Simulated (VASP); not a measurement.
Level of theory: PBEsol GGA, VASP's PBE PAW potentials (set 64) (plane waves; VASP).

Input for VASP

INCAR:
```
! general
SYSTEM  = ZrC
PREC    = Accurate
ENCUT   = 520
LREAL   = .False.
LASPH   = .True.

! electronic loop
EDIFF   = 1E-7
NELM    = 100
ALGO    = Normal
LMAXMIX = 4

! smearing
ISMEAR  = 1
SIGMA   = 0.1

! functional
GGA     = PS

! ions
ISIF    = 2

! output
LWAVE   = .False.
LCHARG  = .False.
```

**KPOINTS**
```
Automatic mesh
0
Gamma
13 13 13
0 0 0
```

**POSCAR**
```
ZrC
1
    0.0000000000     2.3124057670     2.3124057670
    2.3124057670     0.0000000000     2.3124057670
    2.3124057670     2.3124057670     0.0000000000
Zr C
1 1
Direct
  0.0000000000   0.0000000000   0.0000000000
  0.5000000000   0.5000000000   0.5000000000
```

POTCAR, in this order: Zr_sv C (PBE.64 set). Program: vasp_std.

Q: What will the output report for the number of irreducible k-points (NKPTS), largest plane-wave count, number of space-group operations, FFT grid (NGX, NGY, NGZ)?

A: 
number of irreducible k-points (NKPTS): 84
largest plane-wave count: 680
number of space-group operations: 48
FFT grid (NGX, NGY, NGZ): 24 × 24 × 24

The compound is ZrC in the rock salt structure. This cell is one point of a volume scan, at 0.97 of the reference volume.
